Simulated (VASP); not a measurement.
Input:

```yaml
crystal:
  lattice:
    - [-1.82693, 1.82693, 1.82693]
    - [1.82693, -1.82693, 1.82693]
    - [1.82693, 1.82693, -1.82693]
  atoms:
    - { symbol: Na, position: [0.00000, 0.00000, 0.00000] }
```

Method: LDA (Ceperley-Alder, Perdew-Zunger), VASP's LDA PAW potentials (set 64) (plane waves; VASP). Numerical set-up: 500 eV cut-off, 14×14×14 Γ-centred mesh, first-order Methfessel-Paxton smearing of 0.10 eV, potentials Na_pv.

### Question
What does the run give for the energy per atom (σ→0), pressure, band gap (on the k-mesh) with the smallest direct gap where there is one?

### Answer

- band gap (on the k-mesh): none (metal, semimetal or under 0.01 eV)
- energy per atom (σ→0): -1.343 eV/atom
- pressure: 5.00 GPa

The compound is Na in the bcc structure. It was relaxed first under an external pressure of 5 GPa.
